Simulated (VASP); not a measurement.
**Mo3Pd (space group Pm-3m): computed properties**

All values below come from PBEsol GGA, VASP's PBE PAW potentials (set 64) (plane waves; VASP).

```
Quantity                                                               Value
----------------------------------  ----------------------------------------
space group                                                      Pm-3m (221)
cell                                a = b = c = 3.9120 Å, α = β = γ = 90.00°
volume per atom                                                14.97 Å³/atom
band gap (over mesh and band path)  none (metal, semimetal or under 0.01 eV)
band gap with spin-orbit coupling                            none (metallic)
density                                                          10.94 g/cm³
```

```
CELL_PARAMETERS angstrom
      3.91198     0.00000     0.00000
      0.00000     3.91198     0.00000
      0.00000     0.00000     3.91198
ATOMIC_POSITIONS crystal
  Mo 0.00000 0.50000 0.50000
  Mo 0.50000 0.00000 0.50000
  Mo 0.50000 0.50000 0.00000
  Pd 0.00000 0.00000 0.00000
```

The structure comes from a computed database's Mo3Pd entry (Pm-3m); how it stands against other phases isn't given here. It was relaxed first. Symmetry was kept, so distortions that lower it aren't found.
